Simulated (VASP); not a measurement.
Here is the system:

```
CELL_PARAMETERS angstrom
      0.00000     2.79314     2.79314
      2.79314     0.00000     2.79314
      2.79314     2.79314     0.00000
ATOMIC_POSITIONS crystal
  Mg 0.00000 0.00000 0.00000
  Se 0.50000 0.50000 0.50000
```

Method: revTPSS meta-GGA, VASP's PBE PAW potentials (set 64) (plane waves; VASP). Settings: 520 eV cut-off, 8×8×8 Γ-centred mesh, Gaussian smearing of 0.050 eV, potentials Mg Se.

### Question
Predict the energy per atom (σ→0), pressure, band gap (on the k-mesh) with the smallest direct gap where there is one.

### Answer

```json
{
  "band gap (on the k-mesh)": "1.98 eV",
  "smallest direct gap (on the k-mesh)": "2.49 eV",
  "energy per atom (σ→0)": "-84.4 kJ/mol-atom",
  "pressure": "-3.33 GPa"
}
```

Total energies compare only between runs with the same potentials, cut-off and functional.

The compound is MgSe in the rock salt structure. This cell is one point of a volume scan, at 1.06 of the reference volume.
